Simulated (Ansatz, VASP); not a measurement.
One calculation of Na3ScTe3, two programs

```
Na Sc Te
1.0
     6.12547    0.00000    0.00000
     0.00000    6.12547    0.00000
     0.00000    0.00000    6.12547
Na Sc Te
3 1 3
Cartesian
  3.0627 3.0627 0.0000
  0.0000 3.0627 3.0627
  3.0627 0.0000 3.0627
  3.0627 3.0627 3.0627
  3.0627 0.0000 0.0000
  0.0000 3.0627 0.0000
  0.0000 0.0000 3.0627
```

Change from the starting cell: species swapped into the La3GaBr3 type (Pm-3m, No. 221).

Alike in both runs: task relaxation of cell and atoms; functional PBE; k mesh 6 × 6 × 6; occupations gaussian, width 0.1 eV; no spin polarisation.

|  | VASP | Ansatz |
| --- | --- | --- |
| version | VASP 6.6.1 | Ansatz 0.2.0 |
| potentials or method | VASP PAW PBE potentials, release 64 (Na_pv, Sc_sv, Te) | scalar-relativistic, plane waves, PAW |
| plane-wave cutoff (eV) | 600 | 420 |
| valence electrons in the cell | 50 | 86 |

Ansatz gave:

| Property | Result |
| --- | --- |
| gap on the k mesh at the Fermi level, each at its own relaxed structure (eV) | none |
| relaxed volume (Å³/atom) | 33.25 |
| relaxed cell length with the largest relative difference (Å) | 6.151 |

Q: What did VASP give for the same quantities?

A: gap on the k mesh at the Fermi level, each at its own relaxed structure (eV): none; relaxed volume (Å³/atom): 33.20; relaxed cell length with the largest relative difference (Å): 6.148.

A gap of «none» marks a metal or a gap that the smearing closes. The two sets of potentials don't hold the same shells in valence.

The runs have no spin-orbit coupling, so splittings on Te are missing.
